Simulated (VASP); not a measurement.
Consider the following.

```
Al
1.0
    0.00000     2.02669     2.02669
    2.02669     0.00000     2.02669
    2.02669     2.02669     0.00000
Al
1
Direct
  0.00000   0.00000   0.00000
```

The numbers are results of revPBE GGA, VASP's PBE PAW potentials (set 64) (plane waves; VASP), not measurements. Run with 520 eV cut-off, Gaussian smearing of 0.050 eV, potentials Al.

Question: Give the energies of bands 1 to 4 at the high-symmetry points, in eV from the Fermi level.

Answer: 
```tsv
band	Γ	X	U	L	W
1	-11.11	-2.95	-1.91	-4.61	-0.88
2	12.52	-1.62	-1.39	-4.38	-0.88
3	12.52	5.18	-0.42	11.35	0.13
4	12.52	5.54	6.51	11.35	1.09
```

It has no gap at this level: it comes out as a metal or semimetal.

The compound is Al in the fcc structure. It was relaxed first.
